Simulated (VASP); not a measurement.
Given:

```xyz
3
Lattice="0.0000 3.1136 3.1136 3.1136 0.0000 3.1136 3.1136 3.1136 0.0000" Properties=species:S:1:pos:R:3 pbc="T T T"
Ba     0.0000     0.0000     0.0000
F      1.5568     1.5568     1.5568
F      4.6704     4.6704     4.6704
```

These are revTPSS meta-GGA, VASP's PBE PAW potentials (set 64) (plane waves; VASP 6.6.1) values and carry that method's errors. Numerical set-up: 520 eV cut-off, 6×6×6 Γ-centred mesh, Gaussian smearing of 0.050 eV, potentials Ba_sv F.

Q: What does the run give for the energy per atom (σ→0)?

A: 
| Item | Value |
|---|---|
| energy per atom (σ→0) | 0.684 eV/atom |

The absolute energy has meaning only against runs of the same code, potentials and settings.

The compound is BaF2 in the fluorite structure. It was relaxed first. The start is the result of an earlier pass.
